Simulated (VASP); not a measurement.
Here is the system:

```xyz
4
Lattice="1.6575 -2.8709 0.0000 1.6575 2.8709 0.0000 0.0000 0.0000 5.3142" Properties=species:S:1:pos:R:3 pbc="T T T"
Zn     1.6575    -0.9570     2.6571
Zn     1.6575     0.9570     0.0000
O      1.6575    -0.9570     4.6871
O      1.6575     0.9570     2.0300
```

Calculation: PBE GGA, VASP's PBE PAW potentials (set 64) (plane waves; VASP). Settings: 250 eV cut-off, 7×7×4 Γ-centred mesh, Gaussian smearing of 0.050 eV, potentials Zn O.

At this cut-off the stress carries a Pulay error, which pulls relaxed volumes low.

Give the stress tensor in GPa (positive for a compressed cell).

```
-70.82    0.00    0.00
  0.00  -70.82    0.00
  0.00    0.00  -70.42
```
The pressure is its mean diagonal, -70.69 GPa.

The compound is ZnO in the wurtzite structure. The cell was not relaxed at this level. The run is one of a series of settings (ENCUT = 250 against the base run), some of them coarse on purpose.
